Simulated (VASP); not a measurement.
VASP runs on Cs2AgBiBr6 (space group Fm-3m) share one base input (HSE06 screened hybrid, plane waves, VASP's PBE PAW potentials (set 64)) and change the settings named in each case.

POSCAR:
```
Cs2AgBiBr6
1
    0.0000000000     5.6872830000     5.6872830000
    5.6872830000     0.0000000000     5.6872830000
    5.6872830000     5.6872830000     0.0000000000
Cs Ag Bi Br
2 1 1 6
Direct
  0.7500000000   0.7500000000   0.7500000000
  0.2500000000   0.2500000000   0.2500000000
  0.5000000000   0.5000000000   0.5000000000
  0.0000000000   0.0000000000   0.0000000000
  0.7491900000   0.2508100000   0.2508100000
  0.2508100000   0.7491900000   0.7491900000
  0.2508100000   0.7491900000   0.2508100000
  0.7491900000   0.2508100000   0.7491900000
  0.2508100000   0.2508100000   0.7491900000
  0.7491900000   0.7491900000   0.2508100000
```

INCAR:
```
# general
SYSTEM    =  Cs2AgBiBr6
PREC      =  Accurate
ENCUT     =  300
LREAL     =  .FALSE.
LASPH     =  .TRUE.
ISYM      =  3

# electronic loop
EDIFF     =  1E-6
NELM      =  100
ALGO      =  Normal
LMAXMIX   =  4

# smearing
ISMEAR    =  0
SIGMA     =  0.02

# functional
GGA       =  PE
LHFCALC   =  .TRUE.
AEXX      =  0.25
HFSCREEN  =  0.2
PRECFOCK  =  Fast

# ions
ISIF      =  2

# output
LWAVE     =  .FALSE.
LCHARG    =  .FALSE.
```

File KPOINTS:
```
Automatic mesh
0
Gamma
2 2 2
0 0 0
```

POTCAR, in this order: Cs_sv Ag Bi_d Br (PBE.64 set). Program: vasp_std.

| change | E(σ→0) (eV/atom) | pressure (GPa) | largest force (eV/Å) | gap on the mesh (eV) |
|---|---|---|---|---|
| base run | -3.5377 | 0.25 | 0.104 | 2.20 |
| AEXX removed, HFSCREEN removed, ISYM removed, LHFCALC removed, PRECFOCK removed | -2.9407 | ? | ? | ? |
| HFRCUT = -1, HFSCREEN removed | -3.8339 | ? | ? | ? |
| KPOINTS 1×1×1 Γ-centred mesh | -3.3488 | 2.71 | 0.723 | - |
| ENCUT = 180 | -3.4519 | -13.79 | 0.116 | 2.27 |
| ENCUT = 270 | -3.5372 | 0.30 | 0.104 | 2.20 |
| KPOINTS 1×1×1 Γ-centred mesh shifted by (0.5, 0.5, 0.5) | -3.5763 | -0.28 | 0.150 | - |
| EDIFF = 1E-05 | -3.5377 | 0.26 | 0.104 | 2.20 |

**Question.** Fill in the missing entries.

**Answer.** 
- AEXX removed, HFSCREEN removed, ISYM removed, LHFCALC removed, PRECFOCK removed, pressure (GPa): 0.87
- AEXX removed, HFSCREEN removed, ISYM removed, LHFCALC removed, PRECFOCK removed, largest force (eV/Å): 0.079
- AEXX removed, HFSCREEN removed, ISYM removed, LHFCALC removed, PRECFOCK removed, gap on the mesh (eV): 1.27
- HFRCUT = -1, HFSCREEN removed, pressure (GPa): 0.19
- HFRCUT = -1, HFSCREEN removed, largest force (eV/Å): 0.105
- HFRCUT = -1, HFSCREEN removed, gap on the mesh (eV): 2.85

Energies of different potentials or functionals have different zeros.  Unless said otherwise, spin-orbit coupling is left out, though it shifts the bands of the heavy elements here.

Left out are runs that ran out of time, are held back, or changed the cell or the kind of run, fixed moments of cells without a moment, rows past the twelfth, gaps on odd meshes, pressures of charged cells and columns that move by less than the noise.

The structure comes from a computed database's Cs2AgBiBr6 entry; how it stands against other phases isn't given here. The cell was not relaxed at this level, forces remain on its atoms, its lattice was scaled by up to 2.5 %.
